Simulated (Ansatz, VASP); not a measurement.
# Ge in two plane-wave programs, part 2 of 2

Wanted: the spread between two codes on one cell, functional and k mesh. Of the first pair: The structure shown is frame 165 of Ansatz's trajectory.

VASP 6.6.1 and Ansatz 0.2.0.

So far. Step 4 (Differences): The forces differ by 7.2 meV/Å r.m.s., which is 0.9 % of the r.m.s. force of 0.795 eV/Å (both taken over all components).

**5. Ansatz: dynamics, PBEsol**

Level of this step: Ansatz beside VASP: Kohn-Sham DFT, plane waves, PBEsol (Ansatz).

One frame of this run of dynamics is then solved in both programs, so the motion causes no difference.

The structure compared here is frame 132 of Ansatz's trajectory.

Input file input.yaml:

```yaml
crystal:
  lattice:
    - [10.0434948146, 0.0, 0.0]
    - [0.0, 10.0434948146, 0.0]
    - [0.0, 0.0, 10.0434948146]
  atoms:
    - { symbol: Ge, position: [0.9949505614, 0.368803068, 0.9855893588] }
    - { symbol: Ge, position: [0.0017667661, 0.7073455081, 0.5287914583] }
    - { symbol: Ge, position: [0.5138163437, 0.254934196, 0.685129293] }
    - { symbol: Ge, position: [0.6737336653, 0.8785306094, 0.1651072893] }
    - { symbol: Ge, position: [0.4761727806, 1.0806041577, 0.9498181186] }
    - { symbol: Ge, position: [0.2785101253, 0.6268970386, 0.9447883498] }
    - { symbol: Ge, position: [0.9625823861, 0.6977710818, 0.3108035193] }
    - { symbol: Ge, position: [0.7279033655, 0.7446793204, 0.3867987497] }
    - { symbol: Ge, position: [1.0484904543, 0.3827952055, 0.3139540811] }
    - { symbol: Ge, position: [0.6242668696, 0.345904431, 1.0782022038] }
    - { symbol: Ge, position: [0.1351496405, 0.1599856238, 0.9713609993] }
    - { symbol: Ge, position: [1.0632458056, 0.4160623033, 0.6997960143] }
    - { symbol: Ge, position: [0.1535499977, 1.0355475506, 0.3478486003] }
    - { symbol: Ge, position: [0.6497608242, 0.3920038286, 0.3973395485] }
    - { symbol: Ge, position: [0.3623370974, 0.8382949201, 0.3681682446] }
    - { symbol: Ge, position: [0.3283092111, 0.4315244563, 0.653878835] }
    - { symbol: Ge, position: [0.6009457302, -0.0024850903, 0.6413668724] }
    - { symbol: Ge, position: [0.2403138068, 0.7209789405, 0.6039271681] }
    - { symbol: Ge, position: [0.5636211165, 0.1572481633, 0.2106445408] }
    - { symbol: Ge, position: [-0.100424264, 0.303822754, 0.5406200642] }
    - { symbol: Ge, position: [0.2418158038, 0.8908730174, 0.8722481841] }
    - { symbol: Ge, position: [0.3155885069, 0.3643940556, 0.2322804505] }
    - { symbol: Ge, position: [0.2505855448, 1.0518357168, 0.6886384524] }
    - { symbol: Ge, position: [0.6133427866, 0.7422688006, 0.672788276] }
    - { symbol: Ge, position: [-0.0283656281, 0.9490985845, 1.0360065706] }
    - { symbol: Ge, position: [-0.0844002943, 1.2117111204, 0.1532561281] }
    - { symbol: Ge, position: [0.8004483373, 1.0963150294, 0.6002549306] }
    - { symbol: Ge, position: [0.8388882915, 0.6163200786, 0.7709311683] }
    - { symbol: Ge, position: [0.41913187, 0.1155127456, 0.46979484] }
    - { symbol: Ge, position: [0.7722424152, 0.0216151617, 0.8324366179] }
    - { symbol: Ge, position: [0.3417522883, 0.3699790749, -0.0432320875] }
    - { symbol: Ge, position: [0.5266148752, 0.7386263109, -0.0022872642] }
    - { symbol: Ge, position: [0.2148270494, 0.6711646606, 0.2078042684] }
    - { symbol: Ge, position: [0.1834973297, 0.2475715266, 0.5387733459] }
    - { symbol: Ge, position: [0.8594387704, 0.96926928, 0.3071162256] }
    - { symbol: Ge, position: [0.0184050553, 0.6484778257, 1.0032537487] }
    - { symbol: Ge, position: [0.983833561, 0.909039997, 0.6963065174] }
    - { symbol: Ge, position: [0.7066924936, 0.3076954273, 0.8278601012] }
    - { symbol: Ge, position: [0.3014501428, 1.0416141078, 0.1691134333] }
    - { symbol: Ge, position: [0.7038866094, 0.5548715729, 0.9628127608] }
    - { symbol: Ge, position: [0.4323581705, 0.5730652609, 0.3413098374] }
    - { symbol: Ge, position: [0.8071261413, 0.5077776027, 0.2039446348] }
kpoints:
  mp_grid: { grid: [1, 1, 1] }
scf:
  occupations: { method: fermi_dirac, width: 0.1 }
  n_extra_bands: 27
hamiltonian:
  xc: pbesol
  pseudopotentials: { kind: paw, azcp: { folder: soft_1 }, xc_functional: pbe }
output:
  forces: true
basis:
  ecutwfc: 320
md:
  timestep: 2.5
  n_steps: 396
  ensemble: nvt_langevin
  temperature: 1210
  seed: 2
```

Run with:

```
> ansatz run input.yaml --threads 8 --pin off --max-ram 23552MiB --backend cpu --events-out ev --progress --plain --runs-dir out
```

Numbers of over 12 decimals in the logs are rounded to 6 here.

The program printed:

```text
[...]
Crystal: 42 atoms, lattice volume = 1013.105 Å³
Basis set: ecut = 320 eV, 13205 PW (Γ), exchange–correlation on 120×120×120 points (8 copies of the dense FFT grid, shifted against one another)
Bands: 321, of which v1, the nominal top of the filled ones, is band 294 counted from 1 (293 counted from 0)
Symmetry: 1 space group operations
k-points: 1
[...]
SCF iter   1: F=—  HF=-178633.162456 eV  |F-HF|=—  |Δ(HF+E_count)|=         —  Δρ=1.89e-2  dr2=4.69e0  ethr=3.10e-3  ⟨swp⟩=6.0  Hψ=1183  notcnv=0
[...]
md step     0: t =     0.00 fs  T =     0.0 K  F+E_penalty+E_count = -178632.09468066 eV  E_kin = 0.000000 eV  (13 SCF iters)
[...]
md step    89: t =   222.50 fs  T =  1414.4 K  F+E_penalty+E_count = -178634.45582026 eV  E_kin = 7.678509 eV  (5 SCF iters)
[...]
md step    92: t =   230.00 fs  T =  1302.2 K  F+E_penalty+E_count = -178634.22671116 eV  E_kin = 7.069522 eV  (6 SCF iters)
[...]
md step    96: t =   240.00 fs  T =  1229.5 K  F+E_penalty+E_count = -178634.37285821 eV  E_kin = 6.674743 eV  (5 SCF iters)
[...]
```

**6. VASP: single point, PBEsol, pair 2**

The same cell, functional, mesh and smearing now go to VASP, with its own data sets.

Input file INCAR:

```
SYSTEM = Ge
PREC = Accurate
ENCUT = 410
EDIFF = 1E-06
NELM = 120
ISMEAR = -1
SIGMA = 0.1
LREAL = Auto
ALGO = Normal
GGA = PS
NBANDS = 344
LORBIT = 11
LWAVE = .FALSE.
LCHARG = .FALSE.
ISIF = 2
LASPH = .TRUE.
GGA_COMPAT = .FALSE.
EFERMI = MIDGAP
NCORE = 2
```

Input file POSCAR:

```
Ge
1.0
   10.0434948146      0.0000000000      0.0000000000
    0.0000000000     10.0434948146      0.0000000000
    0.0000000000      0.0000000000     10.0434948146
Ge
42
Direct
    0.0059198702      0.4382585028      0.0058363335
    0.9765415322      0.7334167176      0.6286253059
    0.5592252601      0.2446255059      0.6980642823
    0.6359736444      0.8073456650      0.1456534829
    0.4609068940      0.0502717624      0.9416923267
    0.2798323743      0.5681895700      0.8678405436
    0.9353334844      0.7318719366      0.3264316914
    0.6364375268      0.7281365834      0.4536627025
    0.0436450851      0.4082987123      0.3363000691
    0.5911793763      0.2935940183      0.9987199859
    0.0837327061      0.2012036684      0.9087316884
    0.9848512079      0.4188359807      0.6939538605
    0.0941144509      0.9302268954      0.3784974324
    0.6619779392      0.2939831258      0.2566938150
    0.4055717731      0.7645423373      0.3483034606
    0.3728940044      0.4293005652      0.6253294412
    0.5792598202      0.0396670688      0.5827003556
    0.2452057820      0.7215746245      0.6355907100
    0.5643921866      0.0522263425      0.1918025583
    0.7365454905      0.3897831454      0.5656364746
    0.2519988357      0.8935432502      0.9434523714
    0.2670092482      0.4600165665      0.2079142807
    0.2858409401      0.0427612294      0.6940194752
    0.5200699653      0.7864532362      0.6673720775
    0.9516877333      0.9831174489      0.9518069334
    0.0206412214      0.1368999746      0.1752759405
    0.8474766162      0.1362113697      0.5484195593
    0.7541012506      0.6570905966      0.6785663881
    0.3329533257      0.0774282274      0.4339987306
    0.6915714229      0.0584278691      0.8721974932
    0.3492722468      0.3145983603      0.9497549400
    0.4656538472      0.7057534385      0.9645334611
    0.2350523442      0.7003631833      0.1566959539
    0.1705455154      0.2862949654      0.5523609164
    0.7934104758      0.0608239658      0.2989144770
    0.0407234740      0.7297841175      0.9966018985
    0.0109772731      0.9669531552      0.6945347341
    0.7818346248      0.3365541639      0.8528806116
    0.2928528420      0.0854377088      0.1993522212
    0.7228979687      0.5932760568      0.9696975186
    0.4931936633      0.4668187804      0.4216140973
    0.7856473415      0.5217691746      0.2289012980
```

Input file KPOINTS:

```
Automatic mesh
0
Gamma
1 1 1
0 0 0
```

Potentials, in the order of the species: Ge_d (PBE family, release 64).

Run with:

```
> mpirun -np 8 vasp_gam
```

The program printed:

```text
[banner, memory and clock lines left out]
running    8 mpi-ranks, on    1 nodes
[...]
[... a notice as in an earlier step ...]

 LDA part: xc-table for (Slater+PW92), standard interpolation
 POSCAR, INCAR and KPOINTS ok, starting setup
[...]
entering main loop
       N       E                     dE             d eps       ncg     rms          rms(c)
DAV:   1     0.105423515355E+05    0.10542E+05   -0.21563E+05   720   0.474E+03
DAV:   2     0.237294182301E+04   -0.81694E+04   -0.78761E+04   688   0.108E+03
DAV:   3     0.257608215479E+03   -0.21153E+04   -0.20164E+04   696   0.295E+02
DAV:   4    -0.155910702189E+03   -0.41352E+03   -0.38170E+03   792   0.122E+02
[...]
DAV:  16    -0.196072220667E+03   -0.55453E-05   -0.58485E-05   664   0.367E-02    0.329E-03
DAV:  17    -0.196072220794E+03   -0.12646E-06   -0.10259E-05   592   0.318E-02    0.149E-03
DAV:  18    -0.196072220745E+03    0.48298E-07   -0.39545E-06   584   0.123E-02
   1 F= -.19607222E+03 E0= -.19582800E+03  d E =-.488448E+00
```

Parts of OUTCAR (step 6):

```text
  Total      -54.9796409    -47.9877191    -49.4399514      6.1823241      1.1236835     -4.4911110
  in kB      -86.9476607    -75.8902723    -78.1869080      9.7770486      1.7770515     -7.1024764
  external PRESSURE =     -80.3416137 kB  Pullay stress =       0.0000000 kB

 POSITION                                       TOTAL-FORCE (eV/Angst)
 -----------------------------------------------------------------------------------
      0.05946      4.40165      0.05862         0.198323     -0.221105      0.006214
      9.80789      7.36607      6.31360         1.160881     -0.614886     -0.755402
      5.61658      2.45690      7.01100        -0.319065      1.749362      0.187845
      6.38740      8.10857      1.46287        -0.162080     -0.832792      0.460500
      4.62912      0.50490      9.45788        -0.581763      0.015967      0.235308
      2.81050      5.70661      8.71615         0.070786     -0.547902     -0.346482
      9.39402      7.35055      3.27851         0.090766     -0.176173     -0.192656
      6.39206      7.31304      4.55636         0.485563     -0.429143     -1.651449
      0.43835      4.10075      3.37763        -0.479063     -0.177940     -0.475687
      5.93751      2.94871     10.03064        -0.065282      0.476635      1.145299
      0.84097      2.02079      9.12684         0.186022      0.633779      0.091363
      9.89135      4.20658      6.96972         0.519589      0.072331     -0.308242
      0.94524      9.34273      3.80144        -0.036708     -0.182332     -0.270175
      6.64857      2.95262      2.57810        -0.399920      0.857909      0.242034
[...]
-----------------------------------------------------------------------------------
    total drift:                               -0.003761      0.021729     -0.002307

  FREE ENERGIE OF THE ION-ELECTRON SYSTEM (eV)
  ---------------------------------------------------
  free  energy   TOTEN  =      -196.0722207452 eV

  energy  without entropy=     -195.5837726075  energy(sigma->0) =     -195.82799668

[... 2 parts as in an earlier step ...]

[... 1 further part left out ...]
[key lines of the parts left out:]
E-fermi :   4.3654
```

The run ends at a pressure of -8.03 GPa, with forces up to 2.1 eV/Å.

**7. Comparison**

Forces on 10 of the 42 atoms, those with the largest forces and the largest differences (eV/Å; atoms numbered as in POSCAR):

```csv
atom,"Ansatz x, y, z","VASP x, y, z"
Ge2,"1.161, -0.617, -0.759","1.161, -0.615, -0.755"
Ge3,"-0.321, 1.748, 0.201","-0.319, 1.749, 0.188"
Ge8,"0.494, -0.434, -1.657","0.486, -0.429, -1.651"
Ge11,"0.199, 0.636, 0.082","0.186, 0.634, 0.091"
Ge16,"-0.825, 0.039, 1.155","-0.824, 0.029, 1.146"
Ge17,"0.738, -1.278, -0.653","0.738, -1.280, -0.653"
Ge28,"-0.850, -0.321, 0.956","-0.853, -0.310, 0.942"
Ge30,"1.225, -0.595, -0.324","1.215, -0.593, -0.314"
Ge36,"-0.977, -0.252, -0.508","-0.970, -0.239, -0.501"
Ge41,"0.450, 0.230, -2.017","0.445, 0.228, -2.010"
```

The forces differ by 6.1 meV/Å r.m.s., which is 1.0 % of the r.m.s. force of 0.595 eV/Å (both taken over all components).

**8. Summary of results**

```json
{"r.m.s. force difference (single point, PBEsol, pair 1)": "0.91 % of the r.m.s. force", "r.m.s. force difference (single point, PBEsol, pair 2)": "1.0 % of the r.m.s. force"}
```

**Reading.** The r.m.s. force difference is 1.0 % of the r.m.s. force (single point, PBEsol, pair 2), within the 3 % picked in this series as the mark of a large difference. 4 further runs of this series are not shown here. Such differences can come from data sets, numerical settings and the points named under the comparisons, not from the functional's error against experiment.

[Lines on the potential files, build, host, timing and source positions are cut from VASP's logs without a mark.]

[Logs are printed without paths, hosts, clocks, repeated set-up lines and the standing remarks that a program may print on its own settings, such as how far it seeks lower states.]

[Hosts, paths, dates, database ids (printed as entryN), source tags and the programs' standing remarks are cut or masked in the printed files.]
